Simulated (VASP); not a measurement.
```
AgNO3
1.0
    2.52216     1.45617     2.72255
   -2.52216     1.45617     2.72255
    0.00000    -2.91234     2.72255
Ag N O
1 1 3
Cartesian
  0.00000   0.00000   8.16020
  0.00000   0.00000   4.68541
  0.00000  -1.26425   4.70630
  1.09487   0.63212   4.70630
 -1.09487   0.63212   4.70630
```

Level of theory: PBEsol GGA, VASP's PBE PAW potentials (set 64) (plane waves; VASP 6.6.1). Settings: 520 eV cut-off, 5×5×5 Γ-centred mesh, Gaussian smearing of 0.050 eV, potentials Ag N O.

Question: Estimate the energy per atom (σ→0).

Answer: 
The energy per atom (σ→0) is -5755 meV/atom.

Only differences to runs with the same potentials and settings are physical.

The structure comes from a computed database's AgNO3 entry (R3m); how it stands against other phases isn't given here. It was relaxed first, which changed the volume by -10 %. The start is the result of an earlier pass.
